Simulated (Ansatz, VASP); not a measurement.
# PdRu2W in two plane-wave programs

Wanted: the spread between two codes on one cell, functional and k mesh. The cell is invented: As first built, before any earlier steps moved the atoms (in the runner's words): it takes the MoPdRu2 structure with some of its atoms replaced by other elements, volume scaled by an estimate. It may not be a known or stable phase. The cell is taken from a series of runs on this material, whose earlier steps may have relaxed, scaled, displaced or heated it; both programs get it as it stands. Valence electrons are named where the data sets of a main pair hold unlike numbers.

Program: Ansatz 0.2.0. Level of theory: plane waves, with VASP 6.6.1 beside it; single point at PBE. Results are calculated unless marked as measured.

## 1. Set-up

Symmetry: P-6m2, No. 187, hexagonal system. Conventional cell: a = 2.767 Å, b = 2.767 Å, c = 8.902 Å, α = 90.00°, β = 90.00°, γ = 120.00°. W has 6 Ru at 2.69 Å and 6 W at 2.77 Å nearest. Nearest to Pd lie 6 Pd at 2.77 Å and 6 Ru at 2.79 Å. Nearest to Ru lie 3 W at 2.69 Å and 6 Ru at 2.77 Å and 3 Pd at 2.79 Å. As first built, before any earlier steps moved the atoms (in the runner's words): sites of the MoPdRu2 structure (space group 187) filled with other elements, volume scaled by an estimate. Farther neighbours are not listed.

## 2. Ansatz: single point, PBE

Ansatz runs on its default PAW (the set named soft_2) files.

With cell and atoms fixed, the geometry can't cause a difference; cores, projectors, grids and the points listed under the comparison can.

The input, input.yaml:

```yaml
crystal:
  lattice:
    - [2.7670797416, 0.0, 0.0]
    - [-1.3835398708, 2.396361683, 0.0]
    - [0.0, 0.0, 8.9016354827]
  atoms:
    - { symbol: W, position: [0.0, 0.0, 0.0] }
    - { symbol: Pd, position: [0.0, 0.0, 0.5] }
    - { symbol: Ru, position: [0.66666667, 0.33333333, 0.242600218] }
    - { symbol: Ru, position: [0.66666667, 0.33333333, 0.757399782] }
hamiltonian:
  xc: pbe
  pseudopotentials: { kind: paw }
kpoints:
  mp_grid: { grid: [9, 9, 3] }
scf:
  occupations: { method: fermi_dirac, width: 0.05 }
  n_extra_bands: 5
output:
  forces: true
  stress: true
  eigenvalues: true
```

The run is started by

```console
> ansatz run input.yaml --threads 2 --pin off --max-ram 4608MiB --backend cpu --events-out ev --progress --plain --runs-dir out
```

Numbers of over 12 decimals in the logs are rounded to 6 here.

The program printed:

```text
scf.n_extra_bands = 5 over 32 filled bands (N_el = 64.0): the run solves 37 bands
Engine: ansatz 0.2.0, aarch64-unknown-linux-gnu
Pseudopotentials: kind: paw
Pseudopotential: W, paw, valence charge 14, recommended cutoff 420 eV (normal), W.paw.azcp
Pseudopotential: Pd, paw, valence charge 18, recommended cutoff 420 eV (normal), Pd.paw.azcp
Pseudopotential: Ru, paw, valence charge 16, recommended cutoff 420 eV (normal), Ru.paw.azcp
Functional definition: PBE
  parameter kappa = 0.804
  parameter beta = 0.066725
  exchange = pbe_x(kappa = kappa, mu = beta*pi^2/3)
  correlation = pbe_c(beta = beta)
Crystal: 4 atoms, lattice volume = 59.026 Å³
Basis set: ecut = 420 eV, 1157 PW (Γ), exchange–correlation on 40×40×120 points (8 copies of the dense FFT grid, shifted against one another)
Bands: 37, of which v1, the nominal top of the filled ones, is band 32 counted from 1 (31 counted from 0)
Symmetry: 12 space group operations
Space group: P-6m2 (ITA 187), of the structure as read, at distance tolerance 3.9e-5 Å
k-points: 24 of 243 (time reversal used)
Non-local potential: W, projectors of the file, l = 0: 3, l = 1: 2, l = 2: 2, l = 3: 1
Non-local potential: Pd, projectors of the file, l = 0: 2, l = 1: 2, l = 2: 2, l = 3: 1
Non-local potential: Ru, projectors of the file, l = 0: 3, l = 1: 2, l = 2: 2, l = 3: 1
PAW form: soft (Blöchl's): semilocal exchange-correlation on the pseudo side does not see the compensation charge
PAW one-centre angular grid: W, 590 points (default); XC on 64 Gauss nodes
PAW one-centre angular grid: Pd, 590 points (default); XC on 64 Gauss nodes
PAW one-centre angular grid: Ru, 590 points (default); XC on 64 Gauss nodes
Initial density: superposition of atomic densities (neutral atoms: chi_scale 0, normalization atom), corrected by the library's trained network
Initial wavefunctions: pseudopotential atomic-orbital guess
Functional: x = pbe(κ = 0.804, μ = 0.219515), c = pbe(β = 0.066725)
SCF iter   1: F=—  HF=-29114.734412 eV  |F-HF|=—  |Δ(HF+E_count)|=         —  Δρ=1.64e-2  dr2=8.07e-1  ethr=1.77e-3  ⟨swp⟩=5.8  Hψ=2949  notcnv=0
preconditioner: auto → Kerker (q_TF=auto, 2.765 Å⁻¹)  [metal: Δε(μ)=0.063 eV  Ē_g=4.582 eV  σ=0.050 eV  W_gap=0.30  n_scr=24 (ndim 8)  ℏωp=27.3 eV  f_vac=0.000  D(μ)=4.24/eV (n_scr^D=52)]
SCF iter   2: F=—  HF=-29114.710752 eV  |F-HF|=—  |Δ(HF+E_count)|=   2.37e-2  Δρ=8.17e-3  dr2=2.68e-1  ethr=1.26e-3  ⟨swp⟩=1.0  Hψ=1081  notcnv=0
SCF iter   3: F=—  HF=-29114.698235 eV  |F-HF|=—  |Δ(HF+E_count)|=   1.25e-2  Δρ=1.56e-3  dr2=1.02e-2  ethr=4.18e-4  ⟨swp⟩=1.9  Hψ=934  notcnv=0
SCF iter   4: F=—  HF=-29114.697687 eV  |F-HF|=—  |Δ(HF+E_count)|=   5.48e-4  Δρ=5.26e-4  dr2=7.04e-4  ethr=1.59e-5  ⟨swp⟩=1.1  Hψ=882  notcnv=0  defer=4
SCF iter   5: F=—  HF=-29114.697594 eV  |F-HF|=—  |Δ(HF+E_count)|=   9.31e-5  Δρ=1.72e-4  dr2=7.46e-5  ethr=1.10e-6  ⟨swp⟩=2.4  Hψ=1379  notcnv=0  defer=4
SCF iter   6: F=—  HF=-29114.697575 eV  |F-HF|=—  |Δ(HF+E_count)|=   1.83e-5  Δρ=4.20e-5  dr2=1.65e-6  ethr=1.16e-7  ⟨swp⟩=1.4  Hψ=948  notcnv=0  defer=5
SCF iter   7: F=—  HF=-29114.697575 eV  |F-HF|=—  |Δ(HF+E_count)|=   3.14e-7  Δρ=1.20e-5  dr2=1.08e-7  ethr=2.58e-9  ⟨swp⟩=2.1  Hψ=1513  notcnv=0  defer=5
SCF iter   8: F=-29114.697575 eV  HF=-29114.697575 eV  |F-HF|=7.20e-10  |Δ(HF+E_count)|=   1.24e-8  Δρ=3.33e-6  dr2=3.55e-9  ethr=1.56e-10  ⟨swp⟩=5.6  Hψ=2943  notcnv=0
SCF 1 converged in 8 iterations: F = -29114.697575 eV  dr2 = 3.55e-9
  greatest PAW one-centre occupation: 1.000 electrons in one spin orbital (limit 2), on the W atom at site 0 (counted from 0), in its partial waves of l = 0
SCF converged after 8 iterations
Free energy (F): -29114.697575 eV
Harris-Foulkes:  -29114.697575 eV  (|F-HF|=7.20e-10)
Internal energy: -29114.658699 eV  (E = F + TS)
E sigma→0 (E₀):  -29114.678137 eV
Entropy (-TS):   -0.038876 eV (-9.719 meV/atom)
Fermi energy:    21.524467 eV
--- Per-component energies (eV) ---
  E_band       = -353.730524
  E_kinetic    = 1993.209181
  E_local      = -5116.796898  (includes V_loc(G=0)·N_el)
  E_nonlocal   = 904.839441
  E_hartree    = 1846.086853
  E_xc         = -816.704069
  E_vxc        = -928.844592  (∫ρ·V_xc dr)
  E_paw        = -19234.542178  (= ΣΔE_a)
  E_vpaw       = -898.312047  (= ΣTr[D̂ρ^β])
  E_aug_tail   = -0.000169  (compensation charges beyond the density's cutoff)
  E_ewald      = -8690.750860
  E_smearing   = -0.038876  (= −TS)
  E_closure    = 0.000000  (closes the sum)
  Σ components = -29114.697575   (vs F -29114.697575, Δ=0.00e0)
--- Forces (eV/Å), atoms counted from 1 ---
  atom   1  W      0.00000000    -0.00000000    -0.00000000
  atom   2  Pd     0.00000000    -0.00000000    -0.00000000
  atom   3  Ru     0.00000000     0.00000000     0.03955667
  atom   4  Ru     0.00000000    -0.00000000    -0.03955667
  max |Σ_I F_I| component: 6.77e-17 eV/Å
--- Stress (GPa, compression-positive) ---
        1.407407       0.000000      -0.000000
        0.000000       1.407407      -0.000000
       -0.000000      -0.000000       1.113165
  P = ⅓ Tr σ = 1.3093 GPa (13.093 kbar)
--- Band table (eV; the first three rows and the last of 24) ---
  k-point 0: bands = [... 28 lower, 20.1445, 20.1445, 20.4513, 20.6313, 20.6313, 21.7354, 21.7354, 22.7327, ... 1 higher]
  k-point 1: bands = [... 28 lower, 20.2954, 20.2954, 20.6362, 20.6420, 20.6420, 21.5976, 21.5976, 21.8666, ... 1 higher]
  k-point 2: bands = [... 28 lower, 20.0405, 20.1376, 20.3337, 20.7292, 20.8520, 20.8672, 21.6840, 22.9776, ... 1 higher]
  k-point 23: bands = [... 28 lower, 20.0292, 20.6811, 21.3762, 21.9566, 23.1444, 23.3414, 23.3983, 25.2067, ... 1 higher]
```

The column dr2 measures how far the density is from self-consistency, as an energy; F and HF (Harris–Foulkes) agree once it is small.

The run ends at a pressure of 1.31 GPa, with forces up to 0.040 eV/Å.

## 3. VASP: single point, PBE

The same cell, functional, mesh and smearing now go to VASP, with its own data sets.

Lines of VASP's logs that name or quote its potential files are left out, and so is its time.

The input, INCAR:

```
SYSTEM = PdRu2W
PREC = Accurate
ENCUT = 470
EDIFF = 1E-06
NELM = 100
ISMEAR = -1
SIGMA = 0.05
LREAL = .FALSE.
ALGO = Normal
GGA = PE
NBANDS = 39
LORBIT = 11
LWAVE = .FALSE.
LCHARG = .FALSE.
KPAR = 2
ISIF = 2
```

The input, POSCAR:

```
PdRu2W
1.0
    2.7670797416      0.0000000000      0.0000000000
   -1.3835398708      2.3963616830      0.0000000000
    0.0000000000      0.0000000000      8.9016354827
W Pd Ru
1 1 2
Direct
    0.0000000000      0.0000000000      0.0000000000
    0.0000000000      0.0000000000      0.5000000000
    0.6666666700      0.3333333300      0.2426002180
    0.6666666700      0.3333333300      0.7573997820
```

The input, KPOINTS:

```
Automatic mesh
0
Gamma
9 9 3
0 0 0
```

Potentials, in the order of the species: W_sv_GW, Pd_sv_GW and Ru_sv_GW (PBE family, release 64).

The run is started by

```console
> mpirun -np 2 vasp_std
```

The program printed:

```text
[banner, memory and clock lines left out]
running    2 mpi-ranks, on    1 nodes
 distrk:  each k-point on    1 cores,    2 groups
 distr:  one band on    1 cores,    1 groups

 POSCAR found type information on POSCAR W PdRu
 POSCAR found :  3 types and       4 ions
 LDA part: xc-table for (Slater+PW92), standard interpolation
 POSCAR, INCAR and KPOINTS ok, starting setup
 FFT: planning ... GRIDC
 FFT: planning ... GRID_SOFT
 FFT: planning ... GRID
 WAVECAR not read
 entering main loop
       N       E                     dE             d eps       ncg     rms          rms(c)
DAV:   1     0.117634243971E+04    0.11763E+04   -0.36752E+04  1960   0.183E+03
DAV:   2     0.721969958871E+02   -0.11041E+04   -0.10565E+04  2102   0.101E+03
DAV:   3    -0.364866315361E+02   -0.10868E+03   -0.99611E+02  3024   0.281E+02
DAV:   4    -0.426922870139E+02   -0.62057E+01   -0.57485E+01  3089   0.780E+01
DAV:   5    -0.430898024509E+02   -0.39752E+00   -0.38481E+00  2932   0.167E+01    0.115E+02
DAV:   6    -0.516323226397E+02   -0.85425E+01   -0.12177E+02  3096   0.111E+02    0.426E+01
DAV:   7    -0.563788115104E+02   -0.47465E+01   -0.15678E+02  2985   0.961E+01    0.123E+02
DAV:   8    -0.441918477997E+02    0.12187E+02   -0.25249E+01  2938   0.324E+01    0.199E+01
DAV:   9    -0.382981125585E+02    0.58937E+01   -0.27153E+01  3097   0.525E+01    0.175E+01
DAV:  10    -0.366907415225E+02    0.16074E+01   -0.10776E+01  2929   0.377E+01    0.667E+00
DAV:  11    -0.367427215235E+02   -0.51980E-01   -0.50602E-01  2678   0.548E+00    0.611E+00
DAV:  12    -0.366854131568E+02    0.57308E-01   -0.33384E-02  2938   0.185E+00    0.498E+00
DAV:  13    -0.363973901867E+02    0.28802E+00   -0.47863E-01  2747   0.738E+00    0.581E+00
DAV:  14    -0.363587667548E+02    0.38623E-01   -0.31914E-01  2978   0.548E+00    0.599E+00
[...]
DAV:  23    -0.363339924857E+02    0.18190E-01   -0.23579E-02  2564   0.182E+00    0.325E+00
DAV:  24    -0.363295511541E+02    0.44413E-02   -0.57351E-03  2952   0.801E-01    0.210E+00
DAV:  25    -0.363290138690E+02    0.53729E-03   -0.26461E-04  3108   0.179E-01    0.181E+00
DAV:  26    -0.363284607633E+02    0.55311E-03   -0.25006E-04  2656   0.125E-01    0.153E+00
DAV:  27    -0.363269479914E+02    0.15128E-02   -0.36318E-03  2607   0.684E-01    0.426E-01
DAV:  28    -0.363268700395E+02    0.77952E-04   -0.45062E-04  3192   0.227E-01    0.952E-02
DAV:  29    -0.363268679535E+02    0.20860E-05   -0.13854E-05  2472   0.396E-02    0.359E-02
DAV:  30    -0.363268676859E+02    0.26760E-06   -0.16319E-06  1412   0.176E-02
   1 F= -.36326868E+02 E0= -.36307403E+02  d E =-.389300E-01
```

Parts of OUTCAR (step 3):

```text
ion  position               nearest neighbor table
   1  0.000  0.000  0.000-   3 2.69   4 2.69   3 2.69   4 2.69   3 2.69   4 2.69
   2  0.000  0.000  0.500-
   3  0.667  0.333  0.243-   1 2.69   1 2.69   1 2.69
   4  0.667  0.333  0.757-   1 2.69   1 2.69   1 2.69

  LATTYP: Found a hexagonal cell.
 ALAT       =     2.7670797416
 C/A-ratio  =     3.2169782999

 Subroutine GETGRP returns: Found 12 space group operations
 (whereof 12 operations were pure point group operations)

The static configuration has the point symmetry D_3h.

 Found     24 irreducible k-points:

   k-points           NKPTS =     24   k-points in BZ     NKDIM =     24   number of bands    NBANDS=     39

   dimension x,y,z NGX =    20 NGY =   20 NGZ =   64
   dimension x,y,z NGXF=    40 NGYF=   40 NGZF=  128

   ENCUT  =  470.0 eV  34.54 Ry    5.88 a.u.   4.89  4.89 15.74*2*pi/ulx,y,z

   NELECT =      64.0000    total number of electrons

 k-points in reciprocal lattice and weights: Automatic mesh
   0.00000000  0.00000000  0.00000000       0.004
   0.11111111  0.00000000  0.00000000       0.025
   0.22222222 -0.00000000  0.00000000       0.025
   0.33333333 -0.00000000  0.00000000       0.025
   0.44444444 -0.00000000  0.00000000       0.025
   0.11111111  0.11111111  0.00000000       0.025
   0.22222222  0.11111111  0.00000000       0.049
   0.33333333  0.11111111  0.00000000       0.049
   0.44444444  0.11111111  0.00000000       0.025
[...]
0.33333333  0.22222222  0.33333333       0.099
   0.33333333  0.33333333  0.33333333       0.016

 average (electrostatic) potential at core
       1 -85.3845       2 -85.9449       3 -87.2061       4 -87.2061

 E-fermi :  10.8113

 k-point     1 :       0.0000    0.0000    0.0000
  band No.  band energies     occupation
    ...
     29       9.4336      2.00000
     30       9.4336      2.00000
     31       9.7394      2.00000
     32       9.9208      2.00000
     33       9.9208      2.00000
     34      11.0222      0.02903
     35      11.0222      0.02903
     36      12.0145      0.00000
     37      12.1361      0.00000
     38      12.1361      0.00000
    ...

 k-point     2 :       0.1111    0.0000    0.0000
  band No.  band energies     occupation
    ...
     30       9.4266      2.00000
     31       9.6221      2.00000
     32      10.0178      2.00000
     33      10.1381      2.00000
     34      10.1567      2.00000
     35      10.9710      0.07884
     36      12.2656      0.00000
     37      12.2821      0.00000
     38      12.3906      0.00000
     39      14.6548      0.00000

 k-point     3 :       0.2222   -0.0000    0.0000
  band No.  band energies     occupation
    ...
     30       9.6143      2.00000
     31       9.7630      2.00000
     32      10.2133      1.99999
     33      10.3501      1.99980
     34      10.5067      1.99549
     35      10.9876      0.05719
     36      12.8636      0.00000
     37      12.8735      0.00000
     38      13.0806      0.00000
     39      14.6023      0.00000

  Total       -0.5203774     -0.5203775     -0.6155486      0.0000000     -0.0000000      0.0000000
  in kB      -14.1248922    -14.1248961    -16.7081776      0.0000000     -0.0000000      0.0000000
  external PRESSURE =     -14.9859886 kB  Pullay stress =       0.0000000 kB

  energy-cutoff  :      470.00
  volume of cell :       59.03
      direct lattice vectors                 reciprocal lattice vectors
     2.767079742  0.000000000  0.000000000     0.361391826  0.208649639  0.000000000
    -1.383539871  2.396361683  0.000000000     0.000000000  0.417299278  0.000000000
     0.000000000  0.000000000  8.901635483     0.000000000  0.000000000  0.112338907

 POSITION                                       TOTAL-FORCE (eV/Angst)
 -----------------------------------------------------------------------------------
      0.00000      0.00000      0.00000         0.000000     -0.000000      0.000000
      0.00000      0.00000      4.45082         0.000000     -0.000000      0.000000
      1.38354      0.79879      2.15954        -0.000000     -0.000000      0.038705
      1.38354      0.79879      6.74210        -0.000000      0.000000     -0.038705
 -----------------------------------------------------------------------------------
    total drift:                               -0.000096      0.000056      0.000000

  FREE ENERGIE OF THE ION-ELECTRON SYSTEM (eV)
  ---------------------------------------------------
  free  energy   TOTEN  =       -36.3268676859 eV

  energy  without entropy=      -36.2879377246  energy(sigma->0) =      -36.30740271

 total charge
# of ion       s       p       d       f       tot
--------------------------------------------------
    1        3.276   6.016   3.077   0.053  12.422
    2        2.172   6.116   7.394   0.011  15.693
    3        2.194   6.182   5.372   0.020  13.768
    4        2.194   6.182   5.372   0.020  13.768
--------------------------------------------------
tot          9.836  24.495  21.214   0.105  55.650

[... 3 further parts left out ...]
```

The k-mesh is coarse for a metal.

The run ends at a pressure of -1.50 GPa, with forces up to 0.039 eV/Å.

## 4. Side by side

Known differences besides the potentials themselves: the cutoff is 420 eV in Ansatz and 470 eV in VASP; VASP leaves aspherical gradient terms in its spheres out (LASPH is not set), Ansatz keeps them. Total energies have different zeros and are not compared.

Both answers:

| quantity | Ansatz | VASP | difference |
| --- | --- | --- | --- |
| pressure (GPa) | 1.31 | -1.50 | +2.81 |
| pressure without Ansatz's Pulay correction (GPa) | 1.24 | -1.50 | +2.74 |

VASP's last cycles still show a density residual of 4e-03, so its state may not be settled. Ansatz's pressure holds a Pulay correction of 0.07 GPa; VASP's holds none.

## 5. Results

```yaml
difference_in_pressure_single_point_pbe: 2.8 GPa
```

**Reading.** The difference in pressure is 2.8 GPa (single point, PBE), beyond the 1 GPa picked in this series as the mark of a large difference. What causes the difference of the single point, PBE pair stays open here. Such differences can come from data sets, numerical settings and the points named under the comparisons, not from the functional's error against experiment.

[Lines on the potential files, build, host, timing and source positions are cut from VASP's logs without a mark.]

[Logs are printed without paths, hosts, clocks, repeated set-up lines and the standing remarks that a program may print on its own settings, such as how far it seeks lower states.]

[Hosts, paths, dates, database ids (printed as entryN), source tags and the programs' standing remarks are cut or masked in the printed files.]
